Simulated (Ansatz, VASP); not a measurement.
**Sn in two plane-wave programs**

One calculation is typed for both programs; each brings its own data sets. How far apart do they land? Of the first pair: The structure shown is the start of the Ansatz relaxation below; VASP solves that cell, so the two are compared at the walk's first step.

Main program and level: Ansatz 0.2.0; plane waves, with VASP 6.6.1 beside it; single point at r2SCAN.

**1. Starting point**

It takes space group R-3m (No. 166, trigonal). The conventional cell has a = 4.458 Å, b = 4.458 Å, c = 11.548 Å, α = 90.00°, β = 90.00°, γ = 120.00°. Nearest to Sn lie 4 Sn at 2.77 to 2.83 Å.

**2. Ansatz: relaxation, r2SCAN**

Ansatz runs on its PAW soft_1 files.

The two programs are compared at the cell with which this relaxation starts, whose forces are those of its first step.

Input file input.yaml:

```yaml
crystal:
  lattice:
    - [0.1207209546, 3.27329748, 3.27329748]
    - [3.27329748, 0.1207209546, 3.27329748]
    - [3.27329748, 3.27329748, 0.1207209546]
  atoms:
    - { symbol: Sn, position: [0.5023643794, 0.5023643794, 0.5023643794] }
    - { symbol: Sn, position: [0.7476356206, 0.7476356206, 0.7476356206] }
  conventional_axes: [[-1, 1, 0], [0, -1, 1], [1, 1, 1]]
kpoints:
  mp_grid: { grid: [12, 12, 12], shift: [0.5, 0.5, 0.5] }
hamiltonian:
  xc: r2scan
  pseudopotentials: { kind: paw, azcp: { folder: soft_1 } }
scf:
  occupations: { method: gaussian, width: 0.015 }
output:
  forces: true
  stress: true
  eigenvalues: true
relax:
  adjacent_minimum: "off"
  f_tol: 0.001
  max_steps: 60
  cell: { stress_tol: 0.01, fix: [a, b, angles] }
```

Started as:

```console
$ ansatz run input.yaml --threads 4 --pin off --max-ram 10240MiB --backend cpu --events-out ev --progress --plain --runs-dir out
```

Numbers of over 12 decimals in the logs are rounded to 6 here.

Log:

```text
Engine: ansatz 0.2.0, aarch64-unknown-linux-gnu
Pseudopotentials: kind: paw
Pseudopotential: Sn, paw, valence charge 14, recommended cutoff 500 eV (meta_gga), soft_1/Sn.paw.azcp
Functional definition: r2SCAN
  parameter k0 = 0.174
  parameter k1 = 0.065
  parameter a1 = 4.9479
  exchange = r2scan_x(k0 = k0, k1 = k1, a1 = a1)
  correlation = r2scan_c
Crystal: 2 atoms, lattice volume = 66.265 Å³
Basis set: ecut = 500 eV, 1695 PW (Γ), exchange–correlation on 144×144×144 points (64 copies of the dense FFT grid, shifted against one another)
Bands: 18, of which v1, the nominal top of the filled ones, is band 14 counted from 1 (13 counted from 0)
Symmetry: 12 space group operations
Space group: R-3m (ITA 166), of the structure as read, at distance tolerance 4.0e-5 Å
k-points: 182 of 1728
Non-local potential: Sn, projectors of the file, l = 0: 2, l = 1: 2, l = 2: 2, l = 3: 1
PAW form: soft (Blöchl's): semilocal exchange-correlation on the pseudo side does not see the compensation charge
PAW frozen core: Sn, regenerated for the run's functional (the file was generated under x = pbe(κ = 0.804, μ = 0.219515), c = pbe(β = 0.066725))
PAW one-centre angular grid: Sn, 590 points (default); XC on 160 Gauss nodes
Initial density: superposition of atomic densities (chi_scale 0.1, normalization cell)
Initial wavefunctions: pseudopotential atomic-orbital guess
Functional: x = r2scan, c = r2scan; τ floored in thin density (d = 2e-4 eV/Å³)
iter 1 solved again at ethr=1.24e-3 eV; its pass at ethr=3.10e-3 eV (dr2=3.48e-1 eV) is discarded
SCF iter   1: F=—  HF=-12077.261059 eV  |F-HF|=—  |Δ(HF+E_count)|=         —  Δρ=2.31e-2  dr2=3.50e-1  dr2_τ=5.46e-3  ethr=1.24e-3  ⟨swp⟩=1.0  Hψ=22868  notcnv=0
preconditioner: auto → none  [insulator: Δε(μ)=0.076 eV  Ē_g=21.062 eV  σ=0.015 eV  W_gap=1.00  n_scr=14 (ndim 8)  ℏωp=24.1 eV  f_vac=0.002  D(μ)=0.00/eV (n_scr^D=0)  ε∞_Penn≈2.3]
SCF iter   2: F=—  HF=-12077.313235 eV  |F-HF|=—  |Δ(HF+E_count)|=   5.22e-2  Δρ=1.18e-2  dr2=7.63e-2  dr2_τ=9.08e-4  ethr=1.24e-3  ⟨swp⟩=2.0  Hψ=4003  notcnv=0
SCF iter   3: F=—  HF=-12077.332918 eV  |F-HF|=—  |Δ(HF+E_count)|=   1.97e-2  Δρ=1.39e-3  dr2=9.17e-4  dr2_τ=8.41e-5  ethr=2.73e-4  ⟨swp⟩=3.0  Hψ=6496  notcnv=0
SCF iter   4: F=—  HF=-12077.332946 eV  |F-HF|=—  |Δ(HF+E_count)|=   2.80e-5  Δρ=3.89e-4  dr2=6.37e-5  dr2_τ=3.83e-6  ethr=3.28e-6  ⟨swp⟩=2.1  Hψ=6564  notcnv=0
SCF iter   5: F=—  HF=-12077.332959 eV  |F-HF|=—  |Δ(HF+E_count)|=   1.24e-5  Δρ=9.91e-5  dr2=2.15e-6  dr2_τ=5.66e-8  ethr=2.27e-7  ⟨swp⟩=2.0  Hψ=5581  notcnv=0
SCF iter   6: F=-12077.332961 eV  HF=-12077.332961 eV  |F-HF|=3.17e-8  |Δ(HF+E_count)|=   2.38e-6  Δρ=1.16e-5  dr2=3.95e-8  dr2_τ=7.76e-10  ethr=3.57e-10  ⟨swp⟩=5.2  Hψ=18087  notcnv=0
SCF 1 converged in 6 iterations: F = -12077.332961 eV  dr2 = 3.95e-8
  greatest PAW one-centre occupation: 0.989 electrons in one spin orbital (limit 2), on the Sn atom at site 1 (counted from 0), in its partial waves of l = 2
relax step   1: F+E_penalty+E_count = -12077.33296127 eV  Δ(F+E_penalty+E_count) = +0.000e0 eV  max|allowed force component| = 7.434e-2 eV/Å  Δτ_max = 0.0000 Å  P = +3.390 GPa  Ω = 66.265 Å³  fix = [a, b, alpha, beta, gamma]  reactions: a +4.951, b +4.951 GPa  (6 SCF iters, dr2 threshold 1.00e-7 eV, accepted)
[...]
relax step   3: F+E_penalty+E_count = -12077.33454933 eV  Δ(F+E_penalty+E_count) = -1.588e-3 eV  max|allowed force component| = 1.838e-3 eV/Å  Δτ_max = 0.0095 Å  P = +3.091 GPa  Ω = 66.557 Å³  energy of the carried Pulay correction = -8.402e-6 eV  fix = [a, b, alpha, beta, gamma]  reactions: a +4.571, b +4.571 GPa  (10 SCF iters, accepted)
[...]
relax step   4: F+E_penalty+E_count = -12077.33459252 eV  Δ(F+E_penalty+E_count) = -4.318e-5 eV  max|allowed force component| = 3.456e-4 eV/Å  Δτ_max = 0.0009 Å  P = +3.026 GPa  Ω = 66.638 Å³  energy of the carried Pulay correction = -1.072e-5 eV  fix = [a, b, alpha, beta, gamma]  reactions: a +4.520, b +4.520 GPa  (4 SCF iters, dr2 threshold 4.34e-8 eV, accepted)
[...]
relax step   5: F+E_penalty+E_count = -12077.33459539 eV  Δ(F+E_penalty+E_count) = -2.868e-6 eV  max|allowed force component| = 3.896e-5 eV/Å  Δτ_max = 0.0003 Å  P = +3.000 GPa  Ω = 66.669 Å³  energy of the carried Pulay correction = -1.163e-5 eV  fix = [a, b, alpha, beta, gamma]  reactions: a +4.501, b +4.501 GPa  (4 SCF iters, dr2 threshold 3.35e-9 eV, accepted)
[...]
relax step   6: F+E_penalty+E_count = -12077.33460596 eV  Δ(F+E_penalty+E_count) = -1.057e-5 eV  max|allowed force component| = 3.891e-5 eV/Å  Δτ_max = 0.0000 Å  P = +3.000 GPa  Ω = 66.669 Å³  fix = [a, b, alpha, beta, gamma]  reactions: a +4.501, b +4.501 GPa  stress off target by 1.11e-3 GPa on what of the cell is left free  SCF on the basis re-selected at this cell (its energy is not comparable with the rows above)  (5 SCF iters)
basis re-selected at this cell: Δ(F+E_penalty+E_count) = -1.057e-5 eV, ΔP = -0.000 GPa vs the last step (what re-selecting the basis moved, of the pressure what is left beyond the Pulay correction that the steps carried, after the strain that the cell walked since its last selection, with what the two solves' SCF thresholds leave and, on support functions, any second-order correction that the steps lacked; it is no m [...]
SCF converged after 5 iterations
Free energy (F): -12077.334606 eV
Harris-Foulkes:  -12077.334606 eV  (|F-HF|=5.46e-12)
Internal energy: -12077.334556 eV  (E = F + TS)
E sigma→0 (E₀):  -12077.334581 eV
Entropy (-TS):   -0.000050 eV (-0.025 meV/atom)
Fermi energy:    8.317206 eV
--- Per-component energies (eV) ---
  E_band       = -257.528440
  E_kinetic    = 335.769813
  E_local      = -2585.908796  (includes V_loc(G=0)·N_el)
  E_nonlocal   = 289.369703
  E_hartree    = 1265.787997
  E_xc         = -230.004321
  E_vxc        = -169.632381  (∫ρ·V_xc dr)
  E_paw        = -8790.857138  (= ΣΔE_a)
  E_vpaw       = -669.799711  (= ΣTr[D̂ρ^β])
  E_aug_tail   = 0.000194  (compensation charges beyond the density's cutoff)
  E_vtau       = 11.096716  (kinetic-family band-sum trace: ∫τ·v_τ [+ j·A + Jᵃ·Aᵃ] dr)
  E_ewald      = -2362.962651
  E_core_change = 1.470642  (= ΣΔE_core)
  E_smearing   = -0.000050  (= −TS)
  E_closure    = -0.000000  (closes the sum)
  Σ components = -12077.334606   (vs F -12077.334606, Δ=0.00e0)
--- Forces (eV/Å), atoms counted from 1 ---
  atom   1  Sn     0.00003891     0.00003891     0.00003891
  atom   2  Sn    -0.00003891    -0.00003891    -0.00003891
  max |Σ_I F_I| component: 1.85e-17 eV/Å
--- Stress (GPa, compression-positive) ---
        3.000185      -1.500648      -1.500648
       -1.500648       3.000185      -1.500648
       -1.500648      -1.500648       3.000185
  P = ⅓ Tr σ = 3.0002 GPa (30.002 kbar)
--- Band table (eV; the first three rows and the last of 182) ---
  k-point 0: bands = [... 10 lower, -3.1405, 7.0416, 8.3204, 8.3204, 8.4517, 10.3296, 10.5594, 10.5594]
  k-point 1: bands = [... 10 lower, -3.0431, 6.2746, 7.5547, 8.2194, 9.0389, 10.6701, 10.6808, 11.0387]
  k-point 2: bands = [... 10 lower, -2.7985, 5.0851, 6.9808, 7.8783, 9.0156, 11.0293, 11.1334, 12.0980]
  k-point 181: bands = [... 10 lower, -1.5401, 1.3607, 6.4834, 7.0269, 9.5552, 11.6505, 11.9750, 14.6277]
--- Relaxed structure (5 steps of the walk, 4 accepted, 1 SCFs on fresh bases) ---
  F+E_penalty+E_count = -12077.33460596 eV   max|allowed force component| = 3.891e-5 eV/Å   (the final SCF, on the basis selected at the relaxed cell)
  cell:  # Å, volume = 66.6693 Å³
    - [0.134290, 3.286867, 3.286867]
    - [3.286867, 0.134290, 3.286867]
    - [3.286867, 3.286867, 0.134290]
  atoms:
    - { symbol: Sn, position: [0.503301, 0.503301, 0.503301] }
    - { symbol: Sn, position: [0.746699, 0.746699, 0.746699] }
```

The column dr2 measures how far the density is from self-consistency, as an energy; F and HF (Harris–Foulkes) agree once it is small.

[end of part 1 of 5]

[Lines on the potential files, build, host, timing and source positions are cut from VASP's logs without a mark.]

[Logs are printed without paths, hosts, clocks, repeated set-up lines and the standing remarks that a program may print on its own settings, such as how far it seeks lower states.]

[Hosts, paths, dates, database ids (printed as entryN), source tags and the programs' standing remarks are cut or masked in the printed files.]
